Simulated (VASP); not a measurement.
Mg:

```
Mg
1.0
     3.18000    0.00000    0.00000
    -1.59000    2.75396    0.00000
     0.00000    0.00000    5.16000
Mg
2
Direct
  0.33333 0.66667 0.25000
  0.66667 0.33333 0.75000
```

The cell was built by a generator and needn't be a form met in nature.

* Program: VASP 6.6.1
* Task: relaxation of cell and atoms
* Functional: PBEsol
* Dispersion: D3(BJ)
* Potentials or basis: VASP PAW PBE potentials, release 64 (Mg)
* Cutoff: 600 eV
* k mesh: 16 × 16 × 8
* Occupations: methfessel-paxton, width 0.1 eV
* Spin: no spin polarisation

At the start: pressure -2.2 GPa; volume 22.59 Å³/atom.

Q: Where does the relaxation end?

A: Over 8 steps the energy falls by 9.1 meV/atom and the volume is 21.34 Å³/atom (-5.6 %); space group P6_3/mmc (No. 194, to 0.05 Å).

Step by step:
```tsv
step	energy change (eV)	largest force (eV/Å)	pressure (GPa)	volume (Å³)
1	0.0000	0.0000	-2.15	45.19
2	-0.0170	0.0000	-0.54	43.23
3	-0.0180	0.0000	0.00	42.67
4	-0.0180	0.0000	0.05	42.63
5	-0.0181	0.0000	0.04	42.63
6	-0.0181	0.0000	0.04	42.63
7	-0.0181	0.0000	0.04	42.63
8	-0.0181	0.0000	0.00	42.67
```

Final structure:
```
CELL_PARAMETERS angstrom
3.12879 0.00000 0.00000
-1.56440 2.70961 0.00000
0.00000 0.00000 5.03345
ATOMIC_POSITIONS crystal
Mg 0.33333 0.66667 0.25000
Mg 0.66667 0.33333 0.75000
```

Caveat: the PAW data sets were made with another functional, which shifts forces and pressure a little; pairwise dispersion overbinds metals, which lowers pressure and volume.
